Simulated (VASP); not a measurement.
Level of theory: PBE GGA, VASP's PBE PAW potentials (set 64) (plane waves; VASP).

VASP ran on this input.

File KPOINTS:
```
Automatic
0
gamma
 13 13 13
0 0 0
```

INCAR:
```
GGA=PE   ! PBE
LCHARG=.False.
PREC=Accurate
SIGMA=0.02   ! width (eV)
ENCUT=400
LASPH=.True.
ISMEAR=-1   ! Fermi-Dirac
EDIFF=1E-6   ! SCF stop (eV)
NELM=100   ! most electronic steps
SYSTEM=MgO
LREAL=.False.   ! projection in real space or not
LWAVE=.False.
ISIF=2   ! forces and stress, cell fixed
ALGO=Normal   ! blocked Davidson
```

File POSCAR:
```
MgO
1.0
  0.0000000000   2.1050000000   2.1050000000
  2.1050000000   0.0000000000   2.1050000000
  2.1050000000   2.1050000000   0.0000000000
Mg O
1 1
direct
  0.0000000000   0.0000000000   0.0000000000
  0.5000000000   0.5000000000   0.5000000000
```

POTCAR, in this order: Mg O (PBE.64 set). Program: vasp_std.

At this cut-off the stress carries a Pulay error, which pulls relaxed volumes low.

Task: Predict the energy per atom (σ→0), band gap (on the k-mesh).

Result: 
```json
{
  "energy per atom (σ→0)": "-5.963 eV/atom",
  "band gap (on the k-mesh)": "4.75 eV"
}
```

**OSZICAR**
```
...
DAV:   5    -0.134528396725E+02   -0.69116E-07   -0.69116E-07  1808   0.494E-03    0.708E+00
DAV:   6    -0.119479012243E+02    0.15049E+01   -0.95461E+00  1344   0.215E+01    0.227E+00
DAV:   7    -0.119325114719E+02    0.15390E-01   -0.35602E-02  1448   0.223E+00    0.133E+00
DAV:   8    -0.119263207948E+02    0.61907E-02   -0.23322E-02  1344   0.227E+00    0.144E-01
DAV:   9    -0.119262700159E+02    0.50779E-04   -0.30538E-04  2032   0.149E-01    0.743E-02
DAV:  10    -0.119263896353E+02   -0.11962E-03   -0.14712E-04  1368   0.123E-01    0.571E-03
DAV:  11    -0.119263897084E+02   -0.73052E-07   -0.60499E-07  1840   0.785E-03
   1 F= -.11926390E+02 E0= -.11926390E+02  d E =-.164776E-12
```

The structure is a typed MgO crystal (Fm-3m). The cell was not relaxed at this level.
